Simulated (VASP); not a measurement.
Input:

```
CELL_PARAMETERS angstrom
      0.00000     2.51929     2.51929
      2.51929     0.00000     2.51929
      2.51929     2.51929     0.00000
ATOMIC_POSITIONS crystal
  Zr 0.00000 0.00000 0.00000
  O  0.25000 0.25000 0.25000
  O  0.75000 0.75000 0.75000
```

These are PBE GGA with D3 dispersion (Becke-Johnson damping), VASP's PBE PAW potentials (set 64) (plane waves; VASP 6.6.1) values and carry that method's errors. Numerical set-up: 520 eV cut-off, 8×8×8 Γ-centred mesh, Gaussian smearing of 0.050 eV, potentials Zr_sv O.

Problem. Give the stress tensor in GPa (positive for a compressed cell).

Solution. 
```
7.93  0.00  0.00
0.00  7.93  0.00
0.00  0.00  7.93
```
The pressure is its mean diagonal, 7.93 GPa.

The compound is ZrO2 in the fluorite structure, the high-temperature cubic form, which is unstable at 0 K; the monoclinic form is the stable one. This cell is one point of a volume scan, at 0.97 of the reference volume.
